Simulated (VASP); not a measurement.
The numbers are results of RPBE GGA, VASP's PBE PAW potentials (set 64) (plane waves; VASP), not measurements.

The input files of a VASP run:

INCAR:
```
SYSTEM=AlN
PREC=Accurate; ENCUT=520; LREAL=F
LASPH=T
EDIFF=1E-7; NELM=100; ALGO=Normal
ISMEAR=0; SIGMA=0.05
GGA=RP
IBRION=2; NSW=30; ISIF=4
EDIFFG=-0.01
LWAVE=F; LCHARG=F
```

**POSCAR**
```
AlN
1.0
  1.5891985108  -2.7525725579   0.0000000000
  1.5891985108   2.7525725579   0.0000000000
  0.0000000000   0.0000000000   5.0875018925
Al N
2 2
Cart
  1.5891985108  -0.9175260210   2.5438415358
  1.5891985108   0.9175260210   0.0000905896
  1.5891985108  -0.9175260210   4.4870860796
  1.5891985108   0.9175260210   1.9433351334
```

File KPOINTS:
```
Automatic mesh
0
Gamma
8 8 5
0 0 0
```

POTCAR, in this order: Al N (PBE.64 set). Program: vasp_std.

The resulting files:

File OSZICAR:
```
       N       E                     dE             d eps       ncg     rms          rms(c)
DAV:   1     0.526419369824E+02    0.52642E+02   -0.74708E+03   720   0.118E+03
DAV:   2    -0.287127753056E+02   -0.81355E+02   -0.76314E+02  1100   0.221E+02
DAV:   3    -0.326947754226E+02   -0.39820E+01   -0.39656E+01   944   0.521E+01
DAV:   4    -0.327306290134E+02   -0.35854E-01   -0.35842E-01   816   0.576E+00
DAV:   5    -0.327312017111E+02   -0.57270E-03   -0.57266E-03   928   0.745E-01    0.119E+01
DAV:   6    -0.282747014274E+02    0.44565E+01   -0.16573E+01   876   0.307E+01    0.443E+00
DAV:   7    -0.283205847184E+02   -0.45883E-01   -0.60536E-01   764   0.614E+00    0.296E+00
DAV:   8    -0.283349397586E+02   -0.14355E-01   -0.81042E-02   796   0.310E+00    0.530E-01
DAV:   9    -0.283301717959E+02    0.47680E-02   -0.21291E-02   928   0.112E+00    0.263E-01
DAV:  10    -0.283312532006E+02   -0.10814E-02   -0.47211E-03   812   0.515E-01    0.163E-01
DAV:  11    -0.283310953299E+02    0.15787E-03   -0.51479E-04   864   0.175E-01    0.412E-02
DAV:  12    -0.283311027612E+02   -0.74313E-05   -0.22932E-05   780   0.486E-02    0.145E-02
DAV:  13    -0.283311021163E+02    0.64483E-06   -0.19591E-05   892   0.328E-02    0.875E-03
DAV:  14    -0.283311019707E+02    0.14560E-06   -0.12203E-06   824   0.104E-02    0.309E-03
DAV:  15    -0.283311020693E+02   -0.98597E-07   -0.22510E-07   600   0.377E-03
   1 F= -.28331102E+02 E0= -.28331102E+02  d E =-.283311E+02
       N       E                     dE             d eps       ncg     rms          rms(c)
DAV:   1    -0.283315849614E+02   -0.48299E-03   -0.19876E-02   720   0.135E+00    0.819E-02
DAV:   2    -0.283314467244E+02    0.13824E-03   -0.18365E-04   920   0.129E-01    0.464E-02
DAV:   3    -0.283313748135E+02    0.71911E-04   -0.10756E-04   876   0.920E-02    0.324E-03
DAV:   4    -0.283313756265E+02   -0.81301E-06   -0.84008E-06   824   0.270E-02    0.280E-03
DAV:   5    -0.283313756335E+02   -0.70155E-08   -0.25797E-07   776   0.488E-03
   2 F= -.28331376E+02 E0= -.28331376E+02  d E =-.273564E-03
       N       E                     dE             d eps       ncg     rms          rms(c)
DAV:   1    -0.283314248947E+02   -0.49268E-04   -0.26809E-03   720   0.495E-01    0.300E-02
DAV:   2    -0.283314062617E+02    0.18633E-04   -0.24864E-05   920   0.474E-02    0.170E-02
DAV:   3    -0.283313965855E+02    0.96762E-05   -0.14615E-05   876   0.340E-02    0.122E-03
DAV:   4    -0.283313966999E+02   -0.11440E-06   -0.11555E-06   820   0.100E-02    0.104E-03
DAV:   5    -0.283313966979E+02    0.20057E-08   -0.33874E-08   416   0.186E-03
   3 F= -.28331397E+02 E0= -.28331397E+02  d E =-.294629E-03
       N       E                     dE             d eps       ncg     rms          rms(c)
DAV:   1    -0.283314227295E+02   -0.26030E-04   -0.16627E-02   720   0.118E+00    0.190E-02
DAV:   2    -0.283314418105E+02   -0.19081E-04   -0.25662E-04   844   0.135E-01    0.124E-02
DAV:   3    -0.283314372475E+02    0.45631E-05   -0.50949E-06   852   0.262E-02    0.607E-03
DAV:   4    -0.283314365165E+02    0.73094E-06   -0.63875E-06   876   0.234E-02    0.211E-03
DAV:   5    -0.283314365725E+02   -0.55990E-07   -0.90558E-07   724   0.922E-03
   4 F= -.28331437E+02 E0= -.28331437E+02  d E =-.398746E-04
```

### OUTCAR
```
------------------------ aborting loop because EDIFF is reached ----------------------------------------
  FORCE on cell =-STRESS in cart. coord.  units (eV):
  Direction    XX          YY          ZZ          XY          YZ          ZX
  --------------------------------------------------------------------------------------
  Total       -1.4457359     -1.4457359     -1.4313851      0.0000000      0.0000000      0.0000000
  in kB      -52.0412898    -52.0412896    -51.5247130      0.0000000      0.0000000      0.0000000
  external PRESSURE =     -51.8690974 kB  Pullay stress =       0.0000000 kB
  volume of cell :       44.51
      direct lattice vectors                 reciprocal lattice vectors
     1.587329142 -2.749334716  0.000000000     0.314994532 -0.181862178  0.000000000
     1.587329142  2.749334716 -0.000000000     0.314994532  0.181862178 -0.000000000
     0.000000000  0.000000000  5.099491868     0.000000000  0.000000000  0.196097969
  FREE ENERGIE OF THE ION-ELECTRON SYSTEM (eV)
  ---------------------------------------------------
  free  energy   TOTEN  =       -28.3314365725 eV

  energy  without entropy=      -28.3314365725  energy(sigma->0) =      -28.33143657

 reached required accuracy - stopping structural energy minimisation
```
(Selected blocks of OUTCAR.)

**CONTCAR**
```
AlN
   1.00000000000000
     1.5873291415387336   -2.7493347159528225    0.0000000000000000
     1.5873291415387336    2.7493347159528225   -0.0000000000000000
     0.0000000000000000    0.0000000000000000    5.0994918682036028
  Al              N
     2     2
Direct
     0.6666669999999968    0.3333330000000032    0.5005465510754711
     0.3333330000000032    0.6666669999999968    0.0005465510754711
     0.6666669999999968    0.3333330000000032    0.8814534489245268
     0.3333330000000032    0.6666669999999968    0.3814534489245269
```

The compound is AlN in the wurtzite structure. This cell is one point of a volume scan, at 1.03 of the reference volume. Symmetry was kept, so distortions that lower it aren't found.
